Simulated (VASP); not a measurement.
Output of a VASP run:

**OSZICAR**
```
       N       E                     dE             d eps       ncg     rms          rms(c)
DAV:   1     0.301856324703E+03    0.30186E+03   -0.16604E+04  3230   0.188E+03
DAV:   2     0.221049992897E+02   -0.27975E+03   -0.27540E+03  3245   0.458E+02
DAV:   3    -0.105949879477E+01   -0.23164E+02   -0.22770E+02  3773   0.155E+02
DAV:   4    -0.186262012550E+01   -0.80312E+00   -0.80142E+00  3609   0.314E+01
DAV:   5    -0.190346079181E+01   -0.40841E-01   -0.40838E-01  4332   0.636E+00    0.991E-01
DAV:   6    -0.190018230062E+01    0.32785E-02   -0.18376E-02  4012   0.144E+00    0.596E-01
DAV:   7    -0.189948487255E+01    0.69743E-03   -0.12055E-02  3470   0.131E+00    0.994E-02
DAV:   8    -0.189966682918E+01   -0.18196E-03   -0.15172E-03  3501   0.476E-01    0.199E-02
DAV:   9    -0.189968329045E+01   -0.16461E-04   -0.62484E-05  4625   0.704E-02    0.110E-02
DAV:  10    -0.189968260592E+01    0.68453E-06   -0.73729E-06  2691   0.197E-02
   1 F= -.18996826E+01 E0= -.18997260E+01  d E =-.189968E+01
       N       E                     dE             d eps       ncg     rms          rms(c)
DAV:   1    -0.190004895528E+01   -0.36566E-03   -0.12417E-02  3566   0.156E+00    0.971E-02
DAV:   2    -0.189977176787E+01    0.27719E-03   -0.71427E-04  3539   0.421E-01    0.438E-02
DAV:   3    -0.189970837619E+01    0.63392E-04   -0.29226E-04  4200   0.256E-01    0.825E-03
DAV:   4    -0.189970982431E+01   -0.14481E-05   -0.20808E-05  3548   0.522E-02    0.308E-03
DAV:   5    -0.189971007547E+01   -0.25116E-06   -0.18517E-06  1656   0.219E-02
   2 F= -.18997101E+01 E0= -.18997517E+01  d E =-.274696E-04
       N       E                     dE             d eps       ncg     rms          rms(c)
DAV:   1    -0.189975479429E+01   -0.44970E-04   -0.15517E-03  3566   0.557E-01    0.338E-02
DAV:   2    -0.189972029473E+01    0.34500E-04   -0.87881E-05  3536   0.148E-01    0.152E-02
DAV:   3    -0.189971267950E+01    0.76152E-05   -0.36540E-05  4176   0.899E-02    0.292E-03
DAV:   4    -0.189971317452E+01   -0.49502E-06   -0.22074E-06  1685   0.186E-02
   3 F= -.18997132E+01 E0= -.18997541E+01  d E =-.305686E-04
       N       E                     dE             d eps       ncg     rms          rms(c)
DAV:   1    -0.189987536135E+01   -0.16268E-03   -0.60898E-03  3563   0.109E+00    0.675E-02
DAV:   2    -0.189973893946E+01    0.13642E-03   -0.35031E-04  3533   0.295E-01    0.304E-02
DAV:   3    -0.189970815255E+01    0.30787E-04   -0.14404E-04  4212   0.179E-01    0.584E-03
DAV:   4    -0.189970921707E+01   -0.10645E-05   -0.10264E-05  3485   0.366E-02    0.217E-03
DAV:   5    -0.189970943424E+01   -0.21717E-06   -0.94736E-07  1618   0.157E-02
   4 F= -.18997094E+01 E0= -.18997491E+01  d E =-.268283E-04
```

OUTCAR:
```
------------------------ aborting loop because EDIFF is reached ----------------------------------------
  FORCE on cell =-STRESS in cart. coord.  units (eV):
  Direction    XX          YY          ZZ          XY          YZ          ZX
  --------------------------------------------------------------------------------------
  Total        0.0053116      0.0169299      0.0156474      0.0000000      0.0000000     -0.0038601
  in kB        0.1194128      0.3806091      0.3517767      0.0000000      0.0000000     -0.0867810
  external PRESSURE =       0.2839329 kB  Pullay stress =       0.0000000 kB
  volume of cell :       71.27
      direct lattice vectors                 reciprocal lattice vectors
     4.168859098 -2.280600628 -0.002397601     0.119883088 -0.219240490 -0.093551501
     4.168859098  2.280600628 -0.002397601     0.119883088  0.219240490 -0.093551501
     2.923397531  0.000000000  3.746235178     0.000153451  0.000000000  0.266814910
 POSITION                                       TOTAL-FORCE (eV/Angst)
 -----------------------------------------------------------------------------------
      2.65107      0.00000      0.88080         0.008734      0.000000      0.002902
      8.61005      0.00000      2.86064        -0.008734      0.000000     -0.002902
 -----------------------------------------------------------------------------------
    total drift:                               -0.000000      0.000000     -0.000000
  FREE ENERGIE OF THE ION-ELECTRON SYSTEM (eV)
  ---------------------------------------------------
  free  energy   TOTEN  =        -1.8997094342 eV

  energy  without entropy=       -1.8998283714  energy(sigma->0) =       -1.89974908

 reached required accuracy - stopping structural energy minimisation
```
(Selected blocks of OUTCAR.)

POSCAR:
```
Bi
1
    4.1745361849    -2.2810518695    -0.0007859494
    4.1745361849     2.2810518695    -0.0007859494
    2.9288281898     0.0000000000     3.7485885365
Bi
2
Direct
  0.2354799583   0.2354799583   0.2354799583
  0.7645200417   0.7645200417   0.7645200417
```

### Question
Reconstruct the remaining input files.

### Answer
Several could match; the one computed here: the input of the run itself, rev-vdW-DF2, plane waves, VASP's PBE PAW potentials (set 64).

### INCAR
```
# general
SYSTEM   = Bi
PREC     = Accurate
ENCUT    = 520
LREAL    = F   # projection in real space or not
LASPH    = T   # aspherical one-centre terms

# electronic loop
EDIFF    = 1E-6
NELM     = 100
ALGO     = Normal
LMAXMIX  = 4   # l cut-off of mixed one-centre charges

# smearing
ISMEAR   = 1   # Methfessel-Paxton
SIGMA    = 0.1   # width (eV)

# functional
GGA      = MK
LUSE_VDW = T
AGGAC    = 0.0
PARAM1   = 0.1234568
PARAM2   = 0.7114
ZAB_VDW  = -1.8867

# ions
IBRION   = 2   # conjugate gradients
NSW      = 60
ISIF     = 3
EDIFFG   = -0.01

# output
LWAVE    = F
LCHARG   = F
```

### KPOINTS
```
Automatic mesh
0
Gamma
9 9 9
0 0 0
```

POTCAR, in this order: Bi_d (PBE.64 set). Program: vasp_std.

The compound is Bi in the a7 structure. This run relaxes it. Symmetry was kept, so distortions that lower it aren't found. The start is the result of an earlier pass.
